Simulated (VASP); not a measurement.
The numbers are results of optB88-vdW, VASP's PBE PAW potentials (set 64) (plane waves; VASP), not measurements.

VASP ran on this input.

File POSCAR:
```
LiCl
1
    0.0000000000     2.5509776301     2.5509776301
    2.5509776301     0.0000000000     2.5509776301
    2.5509776301     2.5509776301     0.0000000000
Li Cl
1 1
Direct
  0.0000000000   0.0000000000   0.0000000000
  0.5000000000   0.5000000000   0.5000000000
```

### KPOINTS
```
Automatic mesh
0
Gamma
10 10 10
0 0 0
```

### INCAR
```
! general
SYSTEM    =  LiCl
PREC      =  Accurate
ENCUT     =  520
LREAL     =  .FALSE.
LASPH     =  .TRUE.

! electronic loop
EDIFF     =  1E-7
NELM      =  100
ALGO      =  Normal

! smearing
ISMEAR    =  -5

! functional
GGA       =  BO
LUSE_VDW  =  .TRUE.
AGGAC     =  0.0
PARAM1    =  0.1833333333
PARAM2    =  0.22

! ions
ISIF      =  2

! output
LWAVE     =  .FALSE.
LCHARG    =  .TRUE.
LORBIT    =  11
NEDOS     =  601
```

POTCAR, in this order: Li_sv Cl (PBE.64 set). Program: vasp_std.

The resulting files:

### OSZICAR
```
       N       E                     dE             d eps       ncg     rms          rms(c)
DAV:   1     0.466661850381E+02    0.46666E+02   -0.42035E+03   846   0.102E+03
DAV:   2    -0.318867591883E+01   -0.49855E+02   -0.49034E+02  1145   0.166E+02
DAV:   3    -0.507400862800E+01   -0.18853E+01   -0.18833E+01  1076   0.386E+01
DAV:   4    -0.511607933288E+01   -0.42071E-01   -0.42022E-01  1280   0.575E+00
DAV:   5    -0.511673460250E+01   -0.65527E-03   -0.65524E-03  1114   0.594E-01    0.222E+00
DAV:   6    -0.502237910631E+01    0.94355E-01   -0.22928E-01   925   0.281E+00    0.156E+00
DAV:   7    -0.502355748899E+01   -0.11784E-02   -0.66557E-02  1194   0.171E+00    0.943E-01
DAV:   8    -0.502809729368E+01   -0.45398E-02   -0.98995E-03   921   0.972E-01    0.171E-01
DAV:   9    -0.502803881224E+01    0.58481E-04   -0.61668E-04  1180   0.217E-01    0.448E-02
DAV:  10    -0.502809602099E+01   -0.57209E-04   -0.74438E-05   935   0.970E-02    0.114E-02
DAV:  11    -0.502809931970E+01   -0.32987E-05   -0.42817E-06  1235   0.249E-02    0.289E-03
DAV:  12    -0.502809986830E+01   -0.54860E-06   -0.55205E-07   970   0.846E-03    0.217E-03
DAV:  13    -0.502809974974E+01    0.11856E-06   -0.64480E-08   747   0.300E-03    0.552E-04
DAV:  14    -0.502809970646E+01    0.43282E-07   -0.10684E-08   464   0.115E-03
   1 F= -.50280997E+01 E0= -.50280997E+01  d E =0.000000E+00
```

OUTCAR:
```
------------------------ aborting loop because EDIFF is reached ----------------------------------------
  FORCE on cell =-STRESS in cart. coord.  units (eV):
  Direction    XX          YY          ZZ          XY          YZ          ZX
  --------------------------------------------------------------------------------------
  Total       -0.0059648     -0.0059648     -0.0059648      0.0000000      0.0000000      0.0000000
  in kB       -0.2878417     -0.2878417     -0.2878417      0.0000000      0.0000000      0.0000000
  external PRESSURE =      -0.2878417 kB  Pullay stress =       0.0000000 kB
  volume of cell :       33.20
      direct lattice vectors                 reciprocal lattice vectors
     0.000000000  2.550977630  2.550977630    -0.196003287  0.196003287  0.196003287
     2.550977630  0.000000000  2.550977630     0.196003287 -0.196003287  0.196003287
     2.550977630  2.550977630  0.000000000     0.196003287  0.196003287 -0.196003287
  FREE ENERGIE OF THE ION-ELECTRON SYSTEM (eV)
  ---------------------------------------------------
  free  energy   TOTEN  =        -5.0280997065 eV

  energy  without entropy=       -5.0280997065  energy(sigma->0) =       -5.02809971

 total charge

# of ion       s       p       d       tot
------------------------------------------
    1        2.007   0.043   0.000   2.051
    2        1.601   3.596   0.000   5.197
--------------------------------------------------
tot          3.609   3.639   0.000   7.248
```
(Selected blocks of OUTCAR.)

The compound is LiCl in the rock salt structure. It was relaxed first.
